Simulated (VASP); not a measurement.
An input for Ansatz (written as the equivalent of a VASP run, and not itself run):

Ansatz 0.2 input:
```yaml
crystal:
  lattice:
    - [0.0000000, 3.0300000, 3.0300000]
    - [3.0300000, 0.0000000, 3.0300000]
    - [3.0300000, 3.0300000, 0.0000000]
  atoms:
    - { symbol: In, position: [0.0000000, 0.0000000, 0.0000000] }
    - { symbol: As, position: [0.2500000, 0.2500000, 0.2500000] }
kpoints:
  mp_grid: { grid: [7, 7, 7] }
hamiltonian:
  xc: pbe
  pseudopotentials: { kind: paw }
scf:
  occupations: { method: gaussian, width: 0.05 }
  max_iter: 100
relax:
  max_steps: 60
  f_tol: 0.01
  cell: {}
output: { forces: true, stress: true, eigenvalues: true }
```

Write the VASP files for the same calculation (PBE).

Several could match; the one computed here: 
File KPOINTS:
```
Automatic mesh
0
Gamma
7 7 7
0 0 0
```

POSCAR:
```
InAs
1
    0.0000000000     3.0300000000     3.0300000000
    3.0300000000     0.0000000000     3.0300000000
    3.0300000000     3.0300000000     0.0000000000
In As
1 1
Direct
  0.0000000000   0.0000000000   0.0000000000
  0.2500000000   0.2500000000   0.2500000000
```

INCAR:
```
! general
SYSTEM  = InAs
PREC    = Accurate
ENCUT   = 520
LREAL   = .FALSE.   ! projection in real space or not
LASPH   = .TRUE.

! electronic loop
EDIFF   = 1E-6
NELM    = 100   ! most electronic steps
ALGO    = Normal
LMAXMIX = 4   ! l cut-off of mixed one-centre charges

! smearing
ISMEAR  = 0
SIGMA   = 0.05   ! width (eV)

! functional
GGA     = PE   ! PBE

! ions
IBRION  = 2   ! conjugate gradients
NSW     = 60   ! most ionic steps
ISIF    = 3   ! ions, shape and volume
EDIFFG  = -0.01   ! ionic stop

! output
LWAVE   = .FALSE.
LCHARG  = .FALSE.
```

POTCAR, in this order: In_d As (PBE.64 set). Program: vasp_std.

Limits of the translation: each code has its own PAW files, so the cut-off isn't converted (ENCUT is set for VASP's; basis.ecutwfc is left out, and Ansatz then takes the one that its files recommend); Ansatz stops its SCF on the density residual and VASP on the energy change (EDIFF).

The compound is InAs in the zinc blende structure. This run relaxes it. Symmetry was kept, so distortions that lower it aren't found.
